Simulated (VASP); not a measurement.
# WSe2: quasiparticle gap under strain, part 3 of 5

How does the quasiparticle gap of WSe2 follow strain, and does the starting functional get the slope right? The cell has space group P6_3/mmc. The start is a cell from a database of measured crystal structures.

VASP 6.6.1, plane waves and PAW; the level of theory is named at each step.

So far, gap on the k-mesh (eV): step 4 (empty bands) 0.963.

The database entry behind the starting cell differs from later determinations by our own check (a about 0.2 % long), so it need not match the best structure at ambient conditions.

**5. G0W0**

This step: G0W0 on PBE, no spin polarisation; plane waves and PAW (W_sv_GW, Se_GW) (VASP 6.6.1).

G0W0 keeps orbitals and screening fixed and shifts each of the lowest NBANDSGW levels once.

Contents of INCAR:

```
SYSTEM = WSe2
PREC = Accurate
ENCUT = 340
ISMEAR = 0
SIGMA = 0.01
LREAL = .FALSE.
GGA = PE
NBANDS = 368
LASPH = .TRUE.
ALGO = EVGW0
NELMGW = 1
ENCUTGW = 120
NOMEGA = 48
PRECFOCK = Fast
NBANDSGW = 40
LWAVE = .FALSE.
LCHARG = .FALSE.
```

Contents of POSCAR:

```
WSe2
1.0
    3.2900000000      0.0000000000      0.0000000000
   -1.6450000000      2.8492235785      0.0000000000
    0.0000000000      0.0000000000     12.9700000000
W Se
2 4
Direct
    0.3333333333      0.6666666667      0.2500000000
    0.6666666667      0.3333333333      0.7500000000
    0.3333333333      0.6666666667      0.6204631598
    0.6666666667      0.3333333333      0.1204631598
    0.3333333333      0.6666666667      0.8795368402
    0.6666666667      0.3333333333      0.3795368402
```

Contents of KPOINTS:

```
Automatic mesh
0
Gamma
6 6 1
0 0 0
```

Potentials, in the order of the species: W_sv_GW and Se_GW (PBE family, release 64).

On the command line:

```console
> mpirun -np 8 vasp_std
```

Output:

```text
[banner, memory and clock lines left out]
running    8 mpi-ranks, on    1 nodes
 distrk:  each k-point on    8 cores,    1 groups
 distr:  one band on    1 cores,    8 groups

 POSCAR found type information on POSCAR W Se
 POSCAR found :  2 types and       6 ions
 [... a notice as in an earlier step ...]

|                                                                             |
|           W    W    AA    RRRRR   N    N  II  N    N   GGGG   !!!           |
|           W    W   A  A   R    R  NN   N  II  NN   N  G    G  !!!           |
|           W    W  A    A  R    R  N N  N  II  N N  N  G       !!!           |
|           W WW W  AAAAAA  RRRRR   N  N N  II  N  N N  G  GGG   !            |
|           WW  WW  A    A  R   R   N   NN  II  N   NN  G    G                |
|           W    W  A    A  R    R  N    N  II  N    N   GGGG   !!!           |
|                                                                             |
|     The default for ENCUTGWSOFT is different in this version of VASP.       |
|     please manually set ENCUTGWSOFT =120 in the INCAR file.                 |
|                                                                             |

 LDA part: xc-table for (Slater+PW92), standard interpolation
 found WAVECAR, reading the header
 POSCAR, INCAR and KPOINTS ok, starting setup
 FFT: planning ... GRIDC
 FFT: planning ... GRID_SOFT
 FFT: planning ... GRID
 reading WAVECAR
 the WAVECAR file was read successfully
 initial charge from wavefunction
 available memory per node:     69.33 GB, setting MAXMEM to     70996

 The Fermi energy was updated, please check that it is located mid-gap
 values below the HOMO (VB) or above the LUMO (CB) will cause erroneous energies
 E-fermi :   7.0561

 calculate exact exchange contribution
 the WAVEDER file was read successfully
|                                                                             |
|           W    W    AA    RRRRR   N    N  II  N    N   GGGG   !!!           |
|           W    W   A  A   R    R  NN   N  II  NN   N  G    G  !!!           |
|           W    W  A    A  R    R  N N  N  II  N N  N  G       !!!           |
|           W WW W  AAAAAA  RRRRR   N  N N  II  N  N N  G  GGG   !            |
|           WW  WW  A    A  R   R   N   NN  II  N   NN  G    G                |
|           W    W  A    A  R    R  N    N  II  N    N   GGGG   !!!           |
|                                                                             |
|     Automatic setting of frequency mesh for GW failed. Frequency mesh       |
|     properly not suitable for determining QP energies. Consider             |
|     increasing number of kpoints.                                           |
|                                                                             |

energies w=
    0.000    0.000    1.115    0.000    2.225    0.000    3.326    0.000
    4.414    0.000    5.487    0.000    6.542    0.000    7.578    0.000
    8.594    0.000    9.592    0.000   10.571    0.000   11.535    0.000
   12.485    0.000   13.424    0.000   14.354    0.000   15.280    0.000
   16.205    0.000   17.132    0.000   18.066    0.000   19.011    0.000
   19.972    0.000   20.955    0.000   21.965    0.000   23.009    0.000
   24.094    0.000   25.230    0.000   26.426    0.000   27.693    0.000
   29.047    0.000   30.504    0.000   32.083    0.000   33.811    0.000
   35.719    0.000   37.845    0.000   40.243    0.000   42.976    0.000
   46.134    0.000   49.837    0.000   54.253    0.000   59.619    0.000
   66.293    0.000   74.827    0.000   86.128    0.000  101.788    0.000
  124.891    0.000  162.294    0.000  232.933    0.000  415.387    0.000
 responsefunction array rank=     376
 LDA part: xc-table for (Slater+PW92), standard interpolation

 min. memory requirement per mpi rank    271.0 MB, per node   2168.1 MB

 allocating   6 responsefunctions rank=   376
 shmem allocating  48 responsefunctions rank=   376
 response function shared by NCSHMEM nodes    1
 Doing            6  frequencies on each core in blocks of           48
NQ=   1    0.0000    0.0000    0.0000,
|.........|.........|.........|.........|.........|.........|.........|.........
 performed        846000 updates of chi_q(r,r)
 total number of BLAS operations        787.27 Gflops
NQ=   2    0.1667    0.0000    0.0000,
|.........|.........|.........|.........|.........|.........|.........|.........
 performed       2369000 updates of chi_q(r,r)
 total number of BLAS operations       2305.93 Gflops
NQ=   3    0.3333    0.0000    0.0000,
|.........|.........|.........|.........|.........|.........|.........|.........
 performed       3892000 updates of chi_q(r,r)
 total number of BLAS operations       3894.20 Gflops
NQ=   4    0.5000    0.0000    0.0000,
|.........|.........|.........|.........|.........|.........|.........|.........
 performed       5032000 updates of chi_q(r,r)
 total number of BLAS operations       5130.03 Gflops
NQ=   5    0.1667    0.1667    0.0000,
|.........|.........|.........|.........|.........|.........|.........|.........
 performed       6555000 updates of chi_q(r,r)
 total number of BLAS operations       6753.70 Gflops
NQ=   6    0.3333    0.1667    0.0000,
|.........|.........|.........|.........|.........|.........|.........|.........
 performed       8255000 updates of chi_q(r,r)
 total number of BLAS operations       8615.61 Gflops
NQ=   7    0.3333    0.3333    0.0000,
|.........|.........|.........|.........|.........|.........|.........|.........
 performed       9248000 updates of chi_q(r,r)
 total number of BLAS operations       9697.82 Gflops
 resolving degeneracies of screened two electron integrals

 calculate QP shifts <psi_nk| G(iteration)W_0 |psi_nk>: iteration 1
 entering main loop
```

The job ended after 4.5 min (8 MPI ranks of Intel Xeon Platinum 8259CL at 2.50GHz (Skylake/Cascade Lake), shared host; peak memory 2.7 GiB).

Parts of OUTCAR (step 5):

```text
   k-points           NKPTS =      7   k-points in BZ     NKDIM =     36   number of bands    NBANDS=    368

   NELECT =      52.0000    total number of electrons

 E-fermi :   7.0561

 QP shifts <psi_nk| G(iteration)W_0 |psi_nk>: iteration 1
 for sc-GW calculations column KS-energies equals QP-energies in previous step
 and V_xc(KS)=  KS-energies - (<T + V_ion + V_H > + <T+V_H+V_ion>^1  + <V_x>^1)
 k-point   1 :       0.0000    0.0000    0.0000
  band No.  KS-energies  QP-energies   sigma(KS)   V_xc(KS)     V^pw_x(r,r')   Z            occupation Imag(sigma)
    ...
     23       5.1144       4.8176     -15.1066     -14.7236     -16.2895       0.7748       2.0000       0.2508
     24       5.4622       5.1948     -14.1086     -13.7616     -15.0633       0.7707       2.0000       0.2413
     25       5.5266       4.9738     -13.3482     -12.6423     -14.9459       0.7831       2.0000       0.2780
     26       6.5746       6.4348     -14.9951     -14.8135     -15.4289       0.7700       2.0000       0.1580
     27       9.2209       9.6335     -13.5675     -14.0985      -9.7850       0.7770       0.0000      -0.3294
     28       9.2209       9.6335     -13.5675     -14.0985      -9.7850       0.7770       0.0000      -0.3294
     29       9.2738       9.6781     -13.4817     -14.0014      -9.6693       0.7780       0.0000      -0.3336
     30       9.2738       9.6781     -13.4817     -14.0014      -9.6693       0.7780       0.0000      -0.3336
    ...

 k-point   2 :       0.1667    0.0000    0.0000
  band No.  KS-energies  QP-energies   sigma(KS)   V_xc(KS)     V^pw_x(r,r')   Z            occupation Imag(sigma)
    ...
     23       4.7510       4.2444     -13.5817     -12.9319     -15.2011       0.7797       2.0000       0.2955
     24       5.4892       5.2471     -14.4175     -14.1032     -15.3904       0.7706       2.0000       0.2410
     25       5.5355       5.0072     -13.3454     -12.6707     -14.9150       0.7829       2.0000       0.2730
     26       5.9109       5.7161     -14.6716     -14.4188     -15.4379       0.7703       2.0000       0.2068
     27       8.2195       8.5515     -13.1350     -13.5623      -9.4810       0.7771       0.0000      -0.3030
     28       8.7609       9.2199     -13.7295     -14.3182      -9.8568       0.7798       0.0000      -0.3186
     29       8.8295       9.1778     -13.6083     -14.0579      -9.9635       0.7746       0.0000      -0.3275
     30       8.8952       9.2644     -13.7547     -14.2323      -9.9564       0.7732       0.0000      -0.3480
    ...

[... 8 parts as in an earlier step ...]

[... 6 further parts left out ...]
```

This step gave:

| Quantity | Value |
| --- | --- |
| quasiparticle gap on the mesh | 1.387 eV |
| smallest direct quasiparticle gap on the mesh | 2.101 eV |
| gap of the starting orbitals on the mesh | 0.9629 eV |

GW takes the gap from 0.963 to 1.387 eV. The mesh misses a band edge: at the starting level the path gave a gap 0.02 eV smaller. Spin-orbit coupling is left out. The value holds for 368 bands, ENCUTGW = 120 eV and this mesh, and isn't shown to be converged in them. VASP warns that the automatic setting of its frequency mesh failed and advises more k points, so the value is in doubt.

**6. Ground state of a strained cell, scale 0.94**

This step: PBE, no spin polarisation; plane waves and PAW (W_sv_GW, Se_GW) (VASP 6.6.1).

The volume is scaled by 0.94, at the same cutoff, mesh and band count, and the chain is run again.

Contents of INCAR:

```
SYSTEM = WSe2
PREC = Accurate
ENCUT = 340
EDIFF = 1E-08
NELM = 100
ISMEAR = 0
SIGMA = 0.01
LREAL = .FALSE.
ALGO = Normal
GGA = PE
NBANDS = 32
LASPH = .TRUE.
LORBIT = 11
LWAVE = .TRUE.
LCHARG = .FALSE.
KPAR = 4
```

Edit POSCAR of step 5 so:

```diff
@@ -2,5 +2,5 @@
 1.0
-    3.2900000000      0.0000000000      0.0000000000
-   -1.6450000000      2.8492235785      0.0000000000
-    0.0000000000      0.0000000000     12.9700000000
+    3.2228382977      0.0000000000      0.0000000000
+   -1.6114191488      2.7910598381      0.0000000000
+    0.0000000000      0.0000000000     12.7052318300
 W Se
```

KPOINTS is that of step 5.

On the command line:

```console
> mpirun -np 8 vasp_std
```

Output:

```text
[... set-up lines as in an earlier step ...]
 entering main loop
       N       E                     dE             d eps       ncg     rms          rms(c)
DAV:   1     0.378239625401E+03    0.37824E+03   -0.23376E+04   504   0.108E+03
DAV:   2    -0.244989292401E+02   -0.40274E+03   -0.39674E+03   600   0.325E+02
DAV:   3    -0.500195901451E+02   -0.25521E+02   -0.25419E+02   552   0.830E+01
DAV:   4    -0.506706644121E+02   -0.65107E+00   -0.65018E+00   608   0.133E+01
DAV:   5    -0.506843087148E+02   -0.13644E-01   -0.13640E-01   536   0.192E+00    0.108E+02
DAV:   6    -0.472634163329E+02    0.34209E+01   -0.19434E+01   512   0.183E+01    0.922E+01
DAV:   7    -0.505097833797E+02   -0.32464E+01   -0.34621E+01   544   0.217E+01    0.635E+01
DAV:   8    -0.467227541526E+02    0.37870E+01   -0.15670E+01   528   0.158E+01    0.587E+00
DAV:   9    -0.468469132515E+02   -0.12416E+00   -0.13785E+00   568   0.425E+00    0.161E+00
DAV:  10    -0.468419517805E+02    0.49615E-02   -0.23174E-02   536   0.743E-01    0.126E+00
DAV:  11    -0.468359448179E+02    0.60070E-02   -0.45182E-02   544   0.932E-01    0.274E+00
DAV:  12    -0.468354999326E+02    0.44489E-03   -0.41735E-03   560   0.307E-01    0.177E+00
DAV:  13    -0.468354025889E+02    0.97344E-04   -0.45860E-04   568   0.975E-02    0.719E-01
DAV:  14    -0.468353912570E+02    0.11332E-04   -0.58482E-05   568   0.315E-02    0.268E-01
DAV:  15    -0.468353841593E+02    0.70977E-05   -0.17148E-05   552   0.167E-02    0.334E-02
DAV:  16    -0.468353839754E+02    0.18396E-06   -0.50373E-06   592   0.832E-03    0.183E-02
DAV:  17    -0.468353843375E+02   -0.36209E-06   -0.40059E-06   640   0.813E-03    0.188E-02
DAV:  18    -0.468353843723E+02   -0.34869E-07   -0.23688E-07   480   0.214E-03    0.909E-03
DAV:  19    -0.468353844033E+02   -0.30947E-07   -0.14544E-08   416   0.560E-04    0.459E-03
DAV:  20    -0.468353843951E+02    0.81827E-08   -0.42371E-09   328   0.267E-04
   1 F= -.46835384E+02 E0= -.46835384E+02  d E =-.667472E-34
 writing wavefunctions
```

Elapsed: 12 s, on 8 MPI ranks; peak memory 1.3 GiB.

Parts of OUTCAR (step 6):

```text
   ENCUT  =  340.0 eV  24.99 Ry    5.00 a.u.   4.85  4.85 19.10*2*pi/ulx,y,z

   NELECT =      52.0000    total number of electrons

 E-fermi :   7.4523

 k-point     1 :       0.0000    0.0000    0.0000
  band No.  band energies     occupation
    ...
     22       5.7740      2.00000
     23       5.7740      2.00000
     24       6.0300      2.00000
     25       6.2938      2.00000
     26       7.3687      2.00000
     27      10.1519      0.00000
     28      10.1519      0.00000
     29      10.2059      0.00000
     30      10.2059      0.00000
     31      10.2945      0.00000
    ...

  Total        7.9900994      7.9900994     10.0111526      0.0000000      0.0000000      0.0000000
  in kB      112.0140525    112.0140525    140.3474110      0.0000000      0.0000000      0.0000000
  external PRESSURE =     121.4585053 kB  Pullay stress =       0.0000000 kB

 POSITION                                       TOTAL-FORCE (eV/Angst)
 -----------------------------------------------------------------------------------
     -0.00000      1.86071      3.17631         0.000000     -0.000000      0.000000
      1.61142      0.93035      9.52892        -0.000000      0.000000      0.000000
     -0.00000      1.86071      7.88313         0.000000     -0.000000     -1.146396
      1.61142      0.93035      1.53051        -0.000000     -0.000000     -1.146396
     -0.00000      1.86071     11.17472         0.000000     -0.000000      1.146396
      1.61142      0.93035      4.82210        -0.000000      0.000000      1.146396
 -----------------------------------------------------------------------------------
    total drift:                               -0.000000      0.000000     -0.000000

  FREE ENERGIE OF THE ION-ELECTRON SYSTEM (eV)
  ---------------------------------------------------
  free  energy   TOTEN  =       -46.8353843951 eV

  energy  without entropy=      -46.8353843951  energy(sigma->0) =      -46.83538440

[... 4 parts as in an earlier step ...]

[... 12 further parts left out ...]
```

Numbers from this step:

```
free energy (TOTEN)            : -46.84 eV
Fermi energy                   : 7.452 eV
pressure                       : 12.15 GPa
gap on the k-mesh              : 0.9155 eV
least direct gap on the k-mesh : 1.666 eV
```

The run ends at a pressure of 12.15 GPa, with forces up to 1.1 eV/Å.

**7. Empty bands, scale 0.94**

The empty bands are made again, for the run that follows.

Contents of INCAR:

```
SYSTEM = WSe2
PREC = Accurate
ENCUT = 340
ISMEAR = 0
SIGMA = 0.01
LREAL = .FALSE.
GGA = PE
NBANDS = 368
LASPH = .TRUE.
ALGO = Exact
NELM = 1
LWAVE = .TRUE.
LCHARG = .FALSE.
LOPTICS = .TRUE.
NEDOS = 1000
CSHIFT = 0.1
```

POSCAR is that of step 6.

KPOINTS is that of step 6.

On the command line:

```console
> mpirun -np 8 vasp_std
```

Output:

```text
[... set-up lines as in an earlier step ...]
 entering main loop
       N       E                     dE             d eps       ncg     rms          rms(c)
DIA:   1    -0.468353844101E+02   -0.46835E+02    0.00000E+00     0   0.000E+00
   1 F= -.46835384E+02 E0= -.46835384E+02  d E =-.167077E-75
 writing wavefunctions
 optical routines
 imaginary and real dielectric function
 recalculating local potential from charge density
 direction            1
 direction            2
 direction            3
```

The job ended after 18 s (8 MPI ranks; peak memory 1.6 GiB; 1.8 min of CPU time).

Parts of OUTCAR (step 7):

```text
  Total        7.9895274      7.9895274     10.0088869      0.0000000      0.0000000      0.0000000
  in kB      112.0060326    112.0060326    140.3156488      0.0000000      0.0000000      0.0000000
  external PRESSURE =     121.4425714 kB  Pullay stress =       0.0000000 kB

 POSITION                                       TOTAL-FORCE (eV/Angst)
 -----------------------------------------------------------------------------------
     -0.00000      1.86071      3.17631        -0.000000     -0.000000      0.000000
      1.61142      0.93035      9.52892         0.000000      0.000000      0.000000
     -0.00000      1.86071      7.88313        -0.000000      0.000000     -1.146421
      1.61142      0.93035      1.53051         0.000000      0.000000     -1.146421
     -0.00000      1.86071     11.17472        -0.000000     -0.000000      1.146421
      1.61142      0.93035      4.82210         0.000000     -0.000000      1.146421
 -----------------------------------------------------------------------------------
    total drift:                               -0.000000      0.000000     -0.000000

  FREE ENERGIE OF THE ION-ELECTRON SYSTEM (eV)
  ---------------------------------------------------
  free  energy   TOTEN  =       -46.8353844101 eV

  energy  without entropy=      -46.8353844101  energy(sigma->0) =      -46.83538441

[... 2 parts as in an earlier step ...]

[... 1 further part left out ...]
[key lines of the parts left out:]
E-fermi :   7.4974
```

(Continued in part 4 of 5.)

[Lines on the potential files, build, host, timing and source positions are cut from VASP's logs without a mark.]

[Logs are printed without paths, hosts, clocks, repeated set-up lines and the standing remarks that a program may print on its own settings, such as how far it seeks lower states.]

[Hosts, paths, dates, database ids (printed as entryN), source tags and the programs' standing remarks are cut or masked in the printed files.]

[Pressures printed for these runs are not shown converged in the cutoff: they can be off by several GPa and have the wrong sign.]

[In band tables of VASP the shares of atoms and orbitals are scaled to a sum of 1 inside the atoms' spheres.]
